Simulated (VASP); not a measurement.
These are r2SCAN meta-GGA, VASP's PBE PAW potentials (set 64) (plane waves; VASP) values and carry that method's errors.

The input files of a VASP run:

**KPOINTS**
```
Regular mesh
0
gamma
 10 10 10
```

**POSCAR**
```
LiF
1
    0.0000000000     2.0150000000     2.0150000000
    2.0150000000     0.0000000000     2.0150000000
    2.0150000000     2.0150000000     0.0000000000
Li F
1 1
Direct
  0.0000000000   0.0000000000   0.0000000000
  0.5000000000   0.5000000000   0.5000000000
```

### INCAR
```
EDIFFG=-0.01   ! ionic stop
METAGGA=R2SCAN
EDIFF=1E-6   ! SCF stop (eV)
SIGMA=0.05
LASPH=.TRUE.   ! aspherical one-centre terms
LMIXTAU=.TRUE.
LWAVE=.FALSE.
ALGO=Normal
PREC=Accurate
LCHARG=.FALSE.
ISIF=3   ! ions, shape and volume
ENCUT=520   ! plane-wave cut-off (eV)
ISMEAR=0   ! Gaussian
NELM=100   ! most electronic steps
SYSTEM=LiF
LREAL=.FALSE.   ! projection in real space or not
IBRION=2
NSW=60
```

POTCAR, in this order: Li_sv F (PBE.64 set). Program: vasp_std.

What will the output report for the number of irreducible k-points (NKPTS), largest plane-wave count, number of space-group operations, FFT grid (NGX, NGY, NGZ)?

| Quantity | Value |
|---|---|
| number of irreducible k-points (NKPTS) | 47 |
| largest plane-wave count | 459 |
| number of space-group operations | 48 |
| FFT grid (NGX, NGY, NGZ) | 24 × 24 × 24 |

The compound is LiF in the rock salt structure. This run relaxes it. Symmetry was kept, so distortions that lower it aren't found.
